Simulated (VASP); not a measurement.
Level of theory: r2SCAN meta-GGA, VASP's PBE PAW potentials (set 64) (plane waves; VASP 6.6.1).

Input for VASP

File KPOINTS:
```
Automatic
0
gamma
  10 10 10
```

**INCAR**
```
! general
SYSTEM =TiB2
PREC   =Accurate
ENCUT  =600
LREAL  =.FALSE.   ! projection in real space or not
LASPH  =.TRUE.   ! aspherical one-centre terms

! electronic loop
EDIFF  =1E-7   ! SCF stop (eV)
NELM   =100   ! most electronic steps
ALGO   =Normal
LMAXMIX=4   ! l cut-off of mixed one-centre charges
LMIXTAU=.TRUE.

! smearing
ISMEAR =1
SIGMA  =0.1

! functional
METAGGA=R2SCAN

! ions
ISIF   =2   ! forces and stress, cell fixed

! output
LWAVE  =.FALSE.
LCHARG =.FALSE.
```

POSCAR:
```
TiB2
1
    1.5130117337    -2.6206132217     0.0000000000
    1.5130117337     2.6206132217     0.0000000000
    0.0000000000    -0.0000000000     3.2295490429
Ti B
1 2
Direct
  1.0000000000   0.0000000000   0.0000000000
  0.3333330000   0.6666670000   0.5000000000
  0.6571272481   0.3428727519   0.5000000000
```

POTCAR, in this order: Ti_sv B (PBE.64 set). Program: vasp_std.

Output of the run:

File OUTCAR:
```
 ion  position               nearest neighbor table
   1  0.000  0.000  0.000-   3 2.36   3 2.36   3 2.36   3 2.36   2 2.38   2 2.38   2 2.38   2 2.38
                             2 2.38   2 2.38   3 2.42   3 2.42
   2  0.333  0.667  0.500-   3 1.70   3 1.77   3 1.77   1 2.38   1 2.38   1 2.38   1 2.38   1 2.38
                             1 2.38
   3  0.657  0.343  0.500-   2 1.70   2 1.77   2 1.77   1 2.36   1 2.36   1 2.36   1 2.36   1 2.42
                             1 2.42
  LATTYP: Found a hexagonal cell.
 ALAT       =     3.0260234903
 C/A-ratio  =     1.0672584179
 Subroutine PRICEL returns:
 Original cell was already a primitive cell.
 Subroutine GETGRP returns: Found  4 space group operations
The static configuration has the point symmetry C_2v.
The dynamic configuration has the point symmetry C_2v.
 Subroutine INISYM returns: Found  4 space group operations
 Subroutine IBZKPT returns following result:
 Found    186 irreducible k-points:

 Following reciprocal coordinates:
            Coordinates               Weight
  0.000000  0.000000  0.000000      1.000000
  0.100000  0.000000  0.000000      4.000000
 -0.100000  0.100000  0.000000      2.000000
  0.200000  0.000000  0.000000      4.000000
 -0.200000  0.200000  0.000000      2.000000
  0.300000  0.000000  0.000000      4.000000
 -0.300000  0.300000  0.000000      2.000000
  0.400000  0.000000  0.000000      4.000000
 -0.400000  0.400000  0.000000      2.000000
  0.500000 -0.000000  0.000000      2.000000
  0.500000  0.500000  0.000000      1.000000
  0.100000  0.100000  0.000000      2.000000
 -0.100000  0.200000  0.000000      4.000000
  0.200000  0.100000  0.000000      4.000000
 -0.100000  0.300000  0.000000      4.000000
 -0.300000  0.200000  0.000000      4.000000
  0.300000  0.100000  0.000000      4.000000
 -0.100000  0.400000  0.000000      4.000000
 -0.400000  0.300000  0.000000      4.000000
  0.400000  0.100000  0.000000      4.000000
 -0.100000  0.500000  0.000000      4.000000
  0.500000  0.400000  0.000000      4.000000
  0.200000  0.200000  0.000000      2.000000
 -0.200000  0.400000  0.000000      4.000000
  0.300000  0.200000  0.000000      4.000000
 -0.200000  0.500000  0.000000      4.000000
  0.500000  0.300000  0.000000      4.000000
  0.400000  0.200000  0.000000      4.000000
  0.400000  0.400000  0.000000      2.000000
  0.300000  0.300000  0.000000      2.000000
 -0.300000 -0.400000  0.000000      4.000000
  0.000000  0.000000  0.100000      2.000000
  0.100000  0.000000  0.100000      8.000000
 -0.100000  0.100000  0.100000      4.000000
  0.200000  0.000000  0.100000      8.000000
 -0.200000  0.200000  0.100000      4.000000
  0.300000  0.000000  0.100000      8.000000
 -0.300000  0.300000  0.100000      4.000000
  0.400000  0.000000  0.100000      8.000000
 -0.400000  0.400000  0.100000      4.000000
   k-points           NKPTS =    186   k-points in BZ     NKDIM =    186   number of bands    NBANDS=     13
   number of dos      NEDOS =    301   number of ions     NIONS =      3
   total plane-waves  NPLWV =  16128
   dimension x,y,z NGX =    24 NGY =   24 NGZ =   28
   dimension x,y,z NGXF=    48 NGYF=   48 NGZF=   56
   ions per type =               1   2
   PREC   = accura    normal or accurate (medium, high low for compatibility)
   ISTART =      0    job   : 0-new  1-cont  2-samecut
   ICHARG =      2    charge: 1-file 2-atom 10-const
   ISPIN  =      1    spin polarized calculation?
   LNONCOLLINEAR =      F non collinear calculations
   LSORBIT =      F    spin-orbit coupling
   INIWAV =      1    electr: 0-lowe 1-rand  2-diag
   ENCUT  =  600.0 eV  44.10 Ry    6.64 a.u.   6.04  6.04  6.45*2*pi/ulx,y,z
...
```

**OSZICAR**
```
       N       E                     dE             d eps       ncg     rms          rms(c)
DAV:   1     0.135935217317E+03    0.13594E+03   -0.10495E+04  4836   0.180E+03
DAV:   2    -0.277323054951E+02   -0.16367E+03   -0.15935E+03  4926   0.433E+02
DAV:   3    -0.390308183617E+02   -0.11299E+02   -0.11129E+02  7123   0.105E+02
DAV:   4    -0.394514249338E+02   -0.42061E+00   -0.42002E+00  6360   0.187E+01
DAV:   5    -0.394641658021E+02   -0.12741E-01   -0.12740E-01  7012   0.286E+00    0.178E+01
DAV:   6    -0.308404134428E+02    0.86238E+01   -0.25952E+01  6697   0.733E+01    0.324E+00
DAV:   7    -0.308794357360E+02   -0.39022E-01   -0.16720E+00  5240   0.161E+01    0.297E+00
DAV:   8    -0.307948351467E+02    0.84601E-01   -0.77902E-01  5761   0.111E+01    0.146E+00
DAV:   9    -0.308056983020E+02   -0.10863E-01   -0.10308E+00  5771   0.139E+01    0.126E+00
DAV:  10    -0.309457666185E+02   -0.14007E+00   -0.24767E-01  6043   0.513E+00    0.327E-01
DAV:  11    -0.309456458824E+02    0.12074E-03   -0.78639E-03  5182   0.111E+00    0.245E-01
DAV:  12    -0.309456124072E+02    0.33475E-04   -0.63468E-04  5676   0.364E-01    0.543E-02
DAV:  13    -0.309462224743E+02   -0.61007E-03   -0.18800E-03  5341   0.497E-01    0.282E-02
DAV:  14    -0.309462646864E+02   -0.42212E-04   -0.19539E-04  6460   0.191E-01    0.205E-02
DAV:  15    -0.309461986702E+02    0.66016E-04   -0.12875E-04  5551   0.144E-01    0.173E-02
DAV:  16    -0.309462560062E+02   -0.57336E-04   -0.69852E-05  6490   0.110E-01    0.144E-02
DAV:  17    -0.309462648093E+02   -0.88031E-05   -0.77335E-06  5846   0.325E-02    0.410E-03
DAV:  18    -0.309462653449E+02   -0.53560E-06   -0.15258E-06  5460   0.188E-02    0.125E-03
DAV:  19    -0.309462655001E+02   -0.15519E-06   -0.35166E-07  5007   0.852E-03    0.139E-03
DAV:  20    -0.309462654465E+02    0.53588E-07   -0.84100E-08  2713   0.378E-03
   1 F= -.30946265E+02 E0= -.30946159E+02  d E =-.319773E-03
```

File OUTCAR:
```
------------------------ aborting loop because EDIFF is reached ----------------------------------------
  FORCE on cell =-STRESS in cart. coord.  units (eV):
  Direction    XX          YY          ZZ          XY          YZ          ZX
  --------------------------------------------------------------------------------------
  Total       -0.0439173      0.2704139      0.0141709      0.0000000      0.0000000      0.0000000
  in kB       -2.7474458     16.9169691      0.8865229      0.0000000      0.0000000      0.0000000
  external PRESSURE =       5.0186821 kB  Pullay stress =       0.0000000 kB
  volume of cell :       25.61
      direct lattice vectors                 reciprocal lattice vectors
     1.513011734 -2.620613222  0.000000000     0.330466704 -0.190795038  0.000000000
     1.513011734  2.620613222  0.000000000     0.330466704  0.190795038  0.000000000
     0.000000000  0.000000000  3.229549043     0.000000000  0.000000000  0.309640754
 POSITION                                       TOTAL-FORCE (eV/Angst)
 -----------------------------------------------------------------------------------
      0.00000      0.00000      0.00000         0.000000      0.357187      0.000000
      1.51301      0.87354      1.61477         0.000000      0.672997      0.000000
      1.51301     -0.82354      1.61477         0.000000     -1.030184      0.000000
 -----------------------------------------------------------------------------------
    total drift:                                0.000000      0.000036     -0.000000
  FREE ENERGIE OF THE ION-ELECTRON SYSTEM (eV)
  ---------------------------------------------------
  free  energy   TOTEN  =       -30.9462654465 eV

  energy  without entropy=      -30.9459456731  energy(sigma->0) =      -30.94615886
```
(Selected blocks of OUTCAR.)

The compound is TiB2 in the AlB2 type structure. This cell was strained or had an atom moved on purpose.
